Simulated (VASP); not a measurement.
A run of VASP 6.6.1:

The input INCAR:

```
SYSTEM = AgF
  PREC = Accurate
  ENCUT = 520
  EDIFF = 1E-7
  ISMEAR = -1
  SIGMA = 0.05
  LREAL = .FALSE.
  LASPH = .TRUE.
  NELM = 80
  ALGO = Normal
  ISIF = 2
  LWAVE = .FALSE.
  LCHARG = .FALSE.
  LMAXMIX = 4
  LDAU = .TRUE.
  LDAUTYPE = 2
  LDAUL = 2 -1
  LDAUU = 8 0
  LDAUJ = 0 0
  LDAUPRINT = 1
  LDIPOL = .TRUE.
  IDIPOL = 3
  DIPOL = 0.5 0.5 0.294
  GGA = PE
  NBANDS = 16
```

KPOINTS

```
Automatic mesh
0
G
  9 7 1
  0 0 0
```

POSCAR

```
AgF
1.0
    3.1221000000      0.0000000000      0.0000000000
    0.0000000000      4.1428800000      0.0000000000
    0.0000000000      0.0000000000     23.8000000000
Ag F
1 1
Direct
    0.0000000000      0.5000000000      0.2941200000
    0.0000000000      0.0000000000      0.2941200000
```

Potentials or basis: VASP PAW PBE potentials, release 64 (Ag, F).

Run with:

```sh
$ cat potpaw_PBE.64/Ag/POTCAR potpaw_PBE.64/F/POTCAR > POTCAR
$ mpirun -np 1 vasp_std > vasp.out
```

Hardware: 1 thread of AMD EPYC 7R43 64-Core Processor (Zen 3), with other jobs on the host.

Problem. How long does it take, and how much memory?

Solution. It took 3.9 min on 1 thread of AMD EPYC 7R43 64-Core Processor (Zen 3), with other jobs on the host, peak memory 0.35 GiB. Counts: scf iterations 23, k points 20.
